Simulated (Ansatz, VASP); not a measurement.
## Cross-check of In11Ga5O24 (partly crystallised 69In2O3-31Ga2O3 (mol %)) between VASP and Ansatz

One calculation is typed for both programs; each brings its own data sets. How far apart do they land? Of the first pair: The cell is taken from a series of runs on this material, whose earlier steps may have relaxed, scaled, displaced or heated it; both programs get it as it stands.

Method: plane waves, with VASP 6.6.1 beside it; single point at PBEsol, in Ansatz 0.2.0.

## Step 1: The structure

The cell holds 80 atoms: 22 In, 10 Ga and 48 O. Cell: a = 10.110 Å, b = 10.110 Å, c = 10.110 Å, α = 90.0°, β = 90.0°, γ = 90.0°. As first built, before any earlier steps moved the atoms (in the runner's words): 80 atoms (22 Sc, 10 Fe, 48 O) placed at random at 3.87 g/cm^3, melted at 5000 K for 10 ps at fixed volume with the Morse and Coulomb pair potential with partial charges (Pedone, Malavasi, Menziani, Cormack and Segre, J. Phys. Chem. B 110, 11780 (2006)). Quenched from 5000 K to 300 K at 20 K/ps and fixed volume, held 10 ps at zero pressure, then minimised at fixed cell. Then Sc was replaced by In, Fe was replaced by Ga and the cell scaled by 1.027 (the potential has no terms for the new elements, so the cell is a start for a DFT relaxation).

## Step 2: VASP: single point, PBEsol, pair 1

A single point gives forces, pressure and levels at one fixed geometry, so differences don't come from the geometry; what else differs is listed under the comparison.

Lines of VASP's logs that name or quote its potential files are left out, and so is its time.

INCAR reads:

```
SYSTEM = In11Ga5O24
PREC = Accurate
ENCUT = 520
EDIFF = 1E-06
NELM = 120
ISMEAR = 0
SIGMA = 0.025
LREAL = Auto
ALGO = Normal
GGA = PS
NBANDS = 408
LORBIT = 11
LWAVE = .FALSE.
LCHARG = .FALSE.
ISIF = 2
LASPH = .TRUE.
GGA_COMPAT = .FALSE.
EFERMI = MIDGAP
NCORE = 2
```

POSCAR reads:

```
In11Ga5O24
1.0
   10.1095800000      0.0000000000      0.0000000000
    0.0000000000     10.1095800000      0.0000000000
    0.0000000000      0.0000000000     10.1095800000
In Ga O
22 10 48
Direct
    0.7973300000      0.1936000000      0.0555300000
    0.5591400000      0.4715500000      0.5611500000
    0.7751300000      0.7172400000      0.0610900000
    0.5985900000      0.4030600000      0.2138600000
    0.6218900000      0.8996600000      0.5534200000
    0.2818800000      0.9444100000      0.3915700000
    0.9879700000      0.9799500000      0.2340400000
    0.5423400000      0.9869200000      0.2170100000
    0.0114100000      0.9246600000      0.5555700000
    0.4952400000      0.6942400000      0.2371800000
    0.5481800000      0.9753400000      0.8943000000
    0.7870400000      0.2079200000      0.3926200000
    0.9565700000      0.5057500000      0.5584000000
    0.2720800000      0.9398500000      0.0488400000
    0.9998500000      0.9595400000      0.8743300000
    0.2918700000      0.4670300000      0.0502000000
    0.2764400000      0.4503600000      0.7152200000
    0.7799400000      0.7050900000      0.7272000000
    0.7833200000      0.6943200000      0.3757400000
    0.2873600000      0.9659100000      0.7212700000
    0.4937600000      0.6835100000      0.8705600000
    0.7933100000      0.2029300000      0.7088800000
    0.0253600000      0.4171600000      0.2141500000
    0.8119500000      0.4575900000      0.9119400000
    0.5302900000      0.2648100000      0.8709300000
    0.1158900000      0.2525100000      0.8956800000
    0.0829400000      0.2165900000      0.5358000000
    0.4764000000      0.1732500000      0.5397700000
    0.0510600000      0.6691200000      0.8934200000
    0.2839400000      0.4621600000      0.4000900000
    0.0652700000      0.6984500000      0.2294600000
    0.2804500000      0.2103600000      0.2213500000
    0.6907900000      0.6069000000      0.8963700000
    0.1377200000      0.2926100000      0.7093100000
    0.9498300000      0.0748100000      0.4114900000
    0.6676000000      0.1032100000      0.5508000000
    0.4385400000      0.6096100000      0.0564600000
    0.8297500000      0.8223500000      0.5517700000
    0.6425100000      0.3474000000      0.7250200000
    0.1034500000      0.8332200000      0.3782200000
    0.4464900000      0.5712200000      0.7072600000
    0.4157800000      0.1089600000      0.3559800000
    0.3824900000      0.3405600000      0.5530500000
    0.3618000000      0.3446100000      0.8918700000
    0.6900100000      0.1223700000      0.8824100000
    0.4508800000      0.1100700000      0.7428700000
    0.9272900000      0.5582300000      0.7590300000
    0.4389900000      0.0827400000      0.0539800000
    0.1465500000      0.3124400000      0.0811600000
    0.9381400000      0.5579700000      0.0525900000
    0.6156200000      0.8556000000      0.0581800000
    0.4138300000      0.9122800000      0.5526800000
    0.8865200000      0.7979800000      0.2200400000
    0.8733000000      0.3102000000      0.2200400000
    0.1059900000      0.8358300000      0.7318600000
    0.9405600000      0.0485700000      0.0482700000
    0.1882700000      0.0524100000      0.5503700000
    0.9006000000      0.3066200000      0.5490900000
    0.6248600000      0.3386800000      0.4084200000
    0.3706200000      0.8562400000      0.2228200000
    0.6583400000      0.3508800000      0.0214700000
    0.9528100000      0.5644200000      0.3549700000
    0.7015400000      0.1108600000      0.2248100000
    0.3740200000      0.8568900000      0.8827100000
    0.1559400000      0.3045100000      0.3647900000
    0.1177200000      0.7939900000      0.0528500000
    0.6814100000      0.5956800000      0.2153000000
    0.1868600000      0.5435600000      0.8857500000
    0.7383600000      0.5824100000      0.5528400000
    0.3949200000      0.3616100000      0.2069400000
    0.9106200000      0.2942100000      0.8951900000
    0.1803600000      0.0618400000      0.8934000000
    0.8850600000      0.7905800000      0.8932900000
    0.1840400000      0.0465400000      0.2138900000
    0.9412800000      0.0601500000      0.7044300000
    0.4462400000      0.5704800000      0.3953500000
    0.6170200000      0.8326800000      0.3557200000
    0.1638300000      0.5220000000      0.5473700000
    0.6186400000      0.8345600000      0.7511400000
    0.1863200000      0.5479800000      0.2226000000
```

KPOINTS reads:

```
Automatic mesh
0
Gamma
1 1 1
0 0 0
```

Potentials, in the order of the species: In_d, Ga_d and O (PBE family, release 64).

The run is started by

```sh
mpirun -np 8 vasp_gam
```

Numbers of over 12 decimals in the logs are rounded to 6 here.

Output:

```text
[banner, memory and clock lines left out]
running    8 mpi-ranks, on    1 nodes
[...]
|                                                                             |
|               ----> ADVICE to this user running VASP <----                  |
|                                                                             |
|     You enforced a specific xc type in the INCAR file but a different       |
|     [... a line on the potential file left out ...]
|     I HOPE YOU KNOW WHAT YOU ARE DOING!                                     |
|                                                                             |

 LDA part: xc-table for (Slater+PW92), standard interpolation
 POSCAR, INCAR and KPOINTS ok, starting setup
[...]
entering main loop
       N       E                     dE             d eps       ncg     rms          rms(c)
DAV:   1     0.181579318889E+05    0.18158E+05   -0.28285E+05   832   0.306E+03
DAV:   2     0.491426654082E+04   -0.13244E+05   -0.12573E+05   816   0.968E+02
DAV:   3     0.404158368579E+03   -0.45101E+04   -0.42821E+04   944   0.407E+02
DAV:   4    -0.465514872557E+03   -0.86967E+03   -0.83804E+03  1104   0.181E+02
[...]
DAV:  17    -0.472740878436E+03   -0.49350E-05   -0.11356E-04  1136   0.354E-02    0.174E-02
DAV:  18    -0.472740880149E+03   -0.17137E-05   -0.16715E-05  1104   0.277E-02    0.107E-02
DAV:  19    -0.472740879959E+03    0.19005E-06   -0.50503E-06   664   0.791E-03
   1 F= -.47274088E+03 E0= -.47274088E+03  d E =-.839747E-78
```

OUTCAR, selected parts (step 2):

```text
  FREE ENERGIE OF THE ION-ELECTRON SYSTEM (eV)
  ---------------------------------------------------
  free  energy   TOTEN  =      -472.7408799593 eV

  energy  without entropy=     -472.7408799593  energy(sigma->0) =     -472.74087996

[... 1 further part left out ...]
```

The run ends at a pressure of -4.98 GPa, with forces up to 1.5 eV/Å.

## Step 3: Ansatz: single point, PBEsol, pair 1

Ansatz runs on its default PAW (the set named soft_2) files.

The same cell, functional, mesh and smearing now go to Ansatz, which takes its cutoff from its data sets.

input.yaml reads:

```yaml
crystal:
  lattice:
    - [10.10958, 0.0, 0.0]
    - [0.0, 10.10958, 0.0]
    - [0.0, 0.0, 10.10958]
  atoms:
    - { symbol: In, position: [0.79733, 0.1936, 0.05553] }
    - { symbol: In, position: [0.55914, 0.47155, 0.56115] }
    - { symbol: In, position: [0.77513, 0.71724, 0.06109] }
    - { symbol: In, position: [0.59859, 0.40306, 0.21386] }
    - { symbol: In, position: [0.62189, 0.89966, 0.55342] }
    - { symbol: In, position: [0.28188, 0.94441, 0.39157] }
    - { symbol: In, position: [0.98797, 0.97995, 0.23404] }
    - { symbol: In, position: [0.54234, 0.98692, 0.21701] }
    - { symbol: In, position: [0.01141, 0.92466, 0.55557] }
    - { symbol: In, position: [0.49524, 0.69424, 0.23718] }
    - { symbol: In, position: [0.54818, 0.97534, 0.8943] }
    - { symbol: In, position: [0.78704, 0.20792, 0.39262] }
    - { symbol: In, position: [0.95657, 0.50575, 0.5584] }
    - { symbol: In, position: [0.27208, 0.93985, 0.04884] }
    - { symbol: In, position: [0.99985, 0.95954, 0.87433] }
    - { symbol: In, position: [0.29187, 0.46703, 0.0502] }
    - { symbol: In, position: [0.27644, 0.45036, 0.71522] }
    - { symbol: In, position: [0.77994, 0.70509, 0.7272] }
    - { symbol: In, position: [0.78332, 0.69432, 0.37574] }
    - { symbol: In, position: [0.28736, 0.96591, 0.72127] }
    - { symbol: In, position: [0.49376, 0.68351, 0.87056] }
    - { symbol: In, position: [0.79331, 0.20293, 0.70888] }
    - { symbol: Ga, position: [0.02536, 0.41716, 0.21415] }
    - { symbol: Ga, position: [0.81195, 0.45759, 0.91194] }
    - { symbol: Ga, position: [0.53029, 0.26481, 0.87093] }
    - { symbol: Ga, position: [0.11589, 0.25251, 0.89568] }
    - { symbol: Ga, position: [0.08294, 0.21659, 0.5358] }
    - { symbol: Ga, position: [0.4764, 0.17325, 0.53977] }
    - { symbol: Ga, position: [0.05106, 0.66912, 0.89342] }
    - { symbol: Ga, position: [0.28394, 0.46216, 0.40009] }
    - { symbol: Ga, position: [0.06527, 0.69845, 0.22946] }
    - { symbol: Ga, position: [0.28045, 0.21036, 0.22135] }
    - { symbol: O, position: [0.69079, 0.6069, 0.89637] }
    - { symbol: O, position: [0.13772, 0.29261, 0.70931] }
    - { symbol: O, position: [0.94983, 0.07481, 0.41149] }
    - { symbol: O, position: [0.6676, 0.10321, 0.5508] }
    - { symbol: O, position: [0.43854, 0.60961, 0.05646] }
    - { symbol: O, position: [0.82975, 0.82235, 0.55177] }
    - { symbol: O, position: [0.64251, 0.3474, 0.72502] }
    - { symbol: O, position: [0.10345, 0.83322, 0.37822] }
    - { symbol: O, position: [0.44649, 0.57122, 0.70726] }
    - { symbol: O, position: [0.41578, 0.10896, 0.35598] }
    - { symbol: O, position: [0.38249, 0.34056, 0.55305] }
    - { symbol: O, position: [0.3618, 0.34461, 0.89187] }
    - { symbol: O, position: [0.69001, 0.12237, 0.88241] }
    - { symbol: O, position: [0.45088, 0.11007, 0.74287] }
    - { symbol: O, position: [0.92729, 0.55823, 0.75903] }
    - { symbol: O, position: [0.43899, 0.08274, 0.05398] }
    - { symbol: O, position: [0.14655, 0.31244, 0.08116] }
    - { symbol: O, position: [0.93814, 0.55797, 0.05259] }
    - { symbol: O, position: [0.61562, 0.8556, 0.05818] }
    - { symbol: O, position: [0.41383, 0.91228, 0.55268] }
    - { symbol: O, position: [0.88652, 0.79798, 0.22004] }
    - { symbol: O, position: [0.8733, 0.3102, 0.22004] }
    - { symbol: O, position: [0.10599, 0.83583, 0.73186] }
    - { symbol: O, position: [0.94056, 0.04857, 0.04827] }
    - { symbol: O, position: [0.18827, 0.05241, 0.55037] }
    - { symbol: O, position: [0.9006, 0.30662, 0.54909] }
    - { symbol: O, position: [0.62486, 0.33868, 0.40842] }
    - { symbol: O, position: [0.37062, 0.85624, 0.22282] }
    - { symbol: O, position: [0.65834, 0.35088, 0.02147] }
    - { symbol: O, position: [0.95281, 0.56442, 0.35497] }
    - { symbol: O, position: [0.70154, 0.11086, 0.22481] }
    - { symbol: O, position: [0.37402, 0.85689, 0.88271] }
    - { symbol: O, position: [0.15594, 0.30451, 0.36479] }
    - { symbol: O, position: [0.11772, 0.79399, 0.05285] }
    - { symbol: O, position: [0.68141, 0.59568, 0.2153] }
    - { symbol: O, position: [0.18686, 0.54356, 0.88575] }
    - { symbol: O, position: [0.73836, 0.58241, 0.55284] }
    - { symbol: O, position: [0.39492, 0.36161, 0.20694] }
    - { symbol: O, position: [0.91062, 0.29421, 0.89519] }
    - { symbol: O, position: [0.18036, 0.06184, 0.8934] }
    - { symbol: O, position: [0.88506, 0.79058, 0.89329] }
    - { symbol: O, position: [0.18404, 0.04654, 0.21389] }
    - { symbol: O, position: [0.94128, 0.06015, 0.70443] }
    - { symbol: O, position: [0.44624, 0.57048, 0.39535] }
    - { symbol: O, position: [0.61702, 0.83268, 0.35572] }
    - { symbol: O, position: [0.16383, 0.522, 0.54737] }
    - { symbol: O, position: [0.61864, 0.83456, 0.75114] }
    - { symbol: O, position: [0.18632, 0.54798, 0.2226] }
kpoints:
  mp_grid: { grid: [1, 1, 1] }
hamiltonian:
  xc: pbesol
scf:
  occupations: { method: gaussian, width: 0.025 }
output:
  forces: true
```

The run is started by

```sh
ansatz run input.yaml --threads 4 --pin off --max-ram 8192MiB --backend cpu --events-out ev --progress --plain --runs-dir out
```

Output:

```text
Engine: ansatz 0.2.0, x86_64-unknown-linux-gnu
Pseudopotentials: kind: paw
Pseudopotential: In, paw, valence charge 13, recommended cutoff 420 eV (normal), In.paw.azcp
Pseudopotential: Ga, paw, valence charge 13, recommended cutoff 420 eV (normal), Ga.paw.azcp
Pseudopotential: O, paw, valence charge 6, recommended cutoff 420 eV (normal), O.paw.azcp
Functional definition: PBEsol
  exchange = pbesol_x
  correlation = pbesol_c
Crystal: 80 atoms, lattice volume = 1033.236 Å³
Basis set: ecut = 420 eV, 20197 PW (Γ), exchange–correlation on 144×144×144 points (8 copies of the dense FFT grid, shifted against one another)
Bands: 432, of which v1, the nominal top of the filled ones, is band 352 counted from 1 (351 counted from 0)
Symmetry: 1 space group operations
Space group: P1 (ITA 1), of the structure as read, at distance tolerance 1.0e-4 Å
k-points: 1
Non-local potential: In, projectors of the file, l = 0: 2, l = 1: 2, l = 2: 2, l = 3: 2
Non-local potential: Ga, projectors of the file, l = 0: 2, l = 1: 2, l = 2: 3, l = 3: 1
Non-local potential: O, projectors of the file, l = 0: 2, l = 1: 2, l = 2: 1
PAW form: soft (Blöchl's): semilocal exchange-correlation on the pseudo side does not see the compensation charge
PAW frozen core: In, regenerated for the run's functional, and the local potential with it (the file was generated under x = pbe(κ = 0.804, μ = 0.219515), c = pbe(β = 0.066725))
PAW frozen core: Ga, regenerated for the run's functional, and the local potential with it (the file was generated under x = pbe(κ = 0.804, μ = 0.219515), c = pbe(β = 0.066725))
PAW frozen core: O, regenerated for the run's functional, and the local potential with it (the file was generated under x = pbe(κ = 0.804, μ = 0.219515), c = pbe(β = 0.066725))
PAW one-centre angular grid: In, 590 points (default); XC on 64 Gauss nodes
PAW one-centre angular grid: Ga, 590 points (default); XC on 64 Gauss nodes
PAW one-centre angular grid: O, 110 points (default); XC on 64 Gauss nodes
Initial density: superposition of atomic densities (neutral atoms: chi_scale 0, normalization atom), corrected by the library's trained network
Initial wavefunctions: pseudopotential atomic-orbital guess
Functional: x = pbesol(κ = 0.804, μ = 0.123457), c = pbesol(β = 0.046)
SCF iter   1: F=—  HF=-185913.052904 eV  |F-HF|=—  |Δ(HF+E_count)|=         —  Δρ=1.55e-2  dr2=1.98e0  ethr=1.77e-3  ⟨swp⟩=6.0  Hψ=1596  notcnv=0
preconditioner: auto → Resta (q_TF=auto, 2.559 Å⁻¹)  ε∞=4.7  [insulator: Δε(μ)=0.581 eV  Ē_g=15.979 eV  σ=0.025 eV  W_gap=1.00  n_scr=256 (ndim 8)  ℏωp=30.7 eV  f_vac=0.054  D(μ)=0.00/eV (n_scr^D=0)  ε∞_Penn≈4.7]
SCF iter   2: F=—  HF=-185912.519310 eV  |F-HF|=—  |Δ(HF+E_count)|=   5.34e-1  Δρ=2.82e-3  dr2=4.95e-2  ethr=2.81e-4  ⟨swp⟩=2.0  Hψ=818  notcnv=0  defer=72
SCF iter   3: F=—  HF=-185912.510057 eV  |F-HF|=—  |Δ(HF+E_count)|=   9.25e-3  Δρ=1.15e-3  dr2=1.25e-2  ethr=7.03e-6  ⟨swp⟩=2.0  Hψ=685  notcnv=0  defer=48
automatic band count: iteration 3 solves 408 bands in place of 432: the levels show a gap, and the empty bands left out lie too high to hold charge; the band table lists the bands solved (type scf.n_extra_bands for more)
SCF iter   4: F=—  HF=-185912.510119 eV  |F-HF|=—  |Δ(HF+E_count)|=   6.19e-5  Δρ=7.64e-4  dr2=5.54e-3  ethr=1.78e-6  ⟨swp⟩=2.0  Hψ=674  notcnv=0  defer=48
SCF iter   5: F=—  HF=-185912.509456 eV  |F-HF|=—  |Δ(HF+E_count)|=   6.62e-4  Δρ=1.97e-4  dr2=5.14e-4  ethr=7.86e-7  ⟨swp⟩=2.0  Hψ=674  notcnv=0  defer=48
SCF iter   6: F=—  HF=-185912.509552 eV  |F-HF|=—  |Δ(HF+E_count)|=   9.55e-5  Δρ=9.54e-5  dr2=1.03e-4  ethr=7.30e-8  ⟨swp⟩=2.0  Hψ=669  notcnv=0  defer=48
SCF iter   7: F=—  HF=-185912.509552 eV  |F-HF|=—  |Δ(HF+E_count)|=   9.37e-7  Δρ=3.78e-5  dr2=1.86e-5  ethr=1.46e-8  ⟨swp⟩=2.0  Hψ=676  notcnv=0  defer=48
SCF iter   8: F=—  HF=-185912.511008 eV  |F-HF|=—  |Δ(HF+E_count)|=   1.46e-3  Δρ=2.12e-5  dr2=4.75e-6  ethr=2.64e-9  ⟨swp⟩=2.0  Hψ=707  notcnv=0  defer=48
SCF iter   9: F=—  HF=-185912.511008 eV  |F-HF|=—  |Δ(HF+E_count)|=   7.30e-8  Δρ=6.11e-6  dr2=4.82e-7  ethr=6.75e-10  ⟨swp⟩=2.0  Hψ=688  notcnv=0  defer=48
SCF iter  10: F=—  HF=-185912.511008 eV  |F-HF|=—  |Δ(HF+E_count)|=   4.09e-7  Δρ=3.03e-6  dr2=1.28e-7  ethr=1.42e-11  ⟨swp⟩=4.0  Hψ=1260  notcnv=0
SCF iter  11: F=—  HF=-185912.511008 eV  |F-HF|=—  |Δ(HF+E_count)|=   1.58e-7  Δρ=3.63e-6  dr2=1.28e-7  ethr=1.42e-11  ⟨swp⟩=4.0  Hψ=1260  notcnv=0
SCF iter  12: F=-185912.511008 eV  HF=-185912.511008 eV  |F-HF|=6.87e-9  |Δ(HF+E_count)|=   3.03e-9  Δρ=6.19e-7  dr2=5.95e-9  ethr=1.42e-11  ⟨swp⟩=2.0  Hψ=1470  notcnv=0
SCF 1 converged in 12 iterations: F = -185912.511008 eV  dr2 = 5.95e-9
  greatest PAW one-centre occupation: 0.997 electrons in one spin orbital (limit 2), on the Ga atom at site 30 (counted from 0), in its partial waves of l = 2
SCF converged after 12 iterations
Free energy (F): -185912.511008 eV
Harris-Foulkes:  -185912.511008 eV  (|F-HF|=6.87e-9)
Internal energy: -185912.511008 eV  (E = F + TS)
E sigma→0 (E₀):  -185912.511008 eV
Fermi energy:    8.137604 eV
--- Per-component energies (eV) ---
  E_band       = -869.643896
  E_kinetic    = 14887.267110
  E_local      = -59773.583122  (includes V_loc(G=0)·N_el)
  E_nonlocal   = 14846.713965
  E_hartree    = 24588.326831
  E_xc         = -8801.278836
  E_vxc        = -7177.612785  (∫ρ·V_xc dr)
  E_paw        = -116869.581700  (= ΣΔE_a)
  E_vpaw       = -12829.192459  (= ΣTr[D̂ρ^β])
  E_aug_tail   = 0.114637  (compensation charges beyond the density's cutoff)
  E_ewald      = -54806.003346
  E_core_change = 15.513453  (= ΣΔE_core)
  E_smearing   = -0.000000  (= −TS)
  E_closure    = -0.000000  (closes the sum)
  Σ components = -185912.511008   (vs F -185912.511008, Δ=0.00e0)
--- Forces (eV/Å), atoms counted from 1 ---
  atom   1  In     0.05926384    -0.47080948     0.27818600
  atom   2  In     0.23137170     0.11223061     0.12179509
  atom   3  In     0.20390029     0.24960031    -0.21550096
  atom   4  In     0.16518009    -0.39417934     0.26017444
  atom   5  In    -0.52648132     0.32397487    -0.14644308
  atom   6  In     0.49685759    -0.13708492     0.02272931
  atom   7  In    -0.29491162     0.47835410    -0.22070815
  atom   8  In     0.61184763     0.96627385    -0.25723796
  atom   9  In    -0.59428781    -0.39538883     0.36738336
  atom  10  In    -0.59475042    -0.07386772    -0.07155875
  atom  11  In     0.55676982     0.55466657     0.31789670
  atom  12  In    -0.20149722    -0.10636772    -0.63486450
  atom  13  In     0.42598804    -0.05486292    -0.09082913
  atom  14  In     0.20233324    -0.07301690     0.22882152
  atom  15  In    -0.45981217     0.04345705     0.03710916
  atom  16  In     0.36776209     0.48578566    -0.30884803
  atom  17  In     0.05248134     0.16485382     0.06119892
  atom  18  In     0.40607515     0.13157370    -0.08328448
  atom  19  In     0.08795952    -0.04231581     0.31506200
  atom  20  In     0.11184163     0.07048806    -0.19895645
  atom  21  In    -0.53720314    -0.75718239    -0.01342303
  atom  22  In    -0.13073625    -0.23872703     0.53111972
  atom  23  Ga    -0.52604594    -0.06954097    -0.05609136
  atom  24  Ga     0.62521779     0.34341045     0.38802548
[...]
atom  73  O      0.85093119    -0.59295431    -0.06666704
  atom  74  O      0.93261596     0.94811940     0.00776411
  atom  75  O     -0.33145682     0.45576949    -0.12783581
  atom  76  O     -1.15443175    -0.98754590     0.05687477
  atom  77  O      0.19602947    -0.21545006     0.17215367
  atom  78  O      0.94120671    -0.33680969    -0.62907345
  atom  79  O     -0.11635655    -0.40892187    -0.08244388
  atom  80  O     -1.19479032    -0.05017441     0.71139476
  max |Σ_I F_I| component: 2.66e-5 eV/Å
```

In the SCF lines HF is the Harris–Foulkes energy and dr2 the Hartree energy of the density residual, in eV; the loop may stop once dr2 is under the threshold and the program's other checks hold. Hψ counts applications of the Hamiltonian.

(Continued in part 2 of 3.)

[Lines on the potential files, build, host, timing and source positions are cut from VASP's logs without a mark.]

[Logs are printed without paths, hosts, clocks, repeated set-up lines and the standing remarks that a program may print on its own settings, such as how far it seeks lower states.]

[Hosts, paths, dates, database ids (printed as entryN), source tags and the programs' standing remarks are cut or masked in the printed files.]
